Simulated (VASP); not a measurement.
Data:

```
CELL_PARAMETERS angstrom
      0.00000     2.39105     2.39105
      2.39105     0.00000     2.39105
      2.39105     2.39105     0.00000
ATOMIC_POSITIONS crystal
  Cd 0.00000 0.00000 0.00000
  O  0.50000 0.50000 0.50000
```

Level of theory: PBE GGA, VASP's PBE PAW potentials (set 64) (plane waves; VASP). Run with 520 eV cut-off, Gaussian smearing of 0.050 eV, potentials Cd O.

Q: Predict the band gap (along the path) with the smallest direct gap where there is one.

A: 
```json
{
  "band gap (along the path)": "none (metal, semimetal or under 0.01 eV)"
}
```

The compound is CdO in the rock salt structure. It was relaxed first, which changed the volume by +5 %.
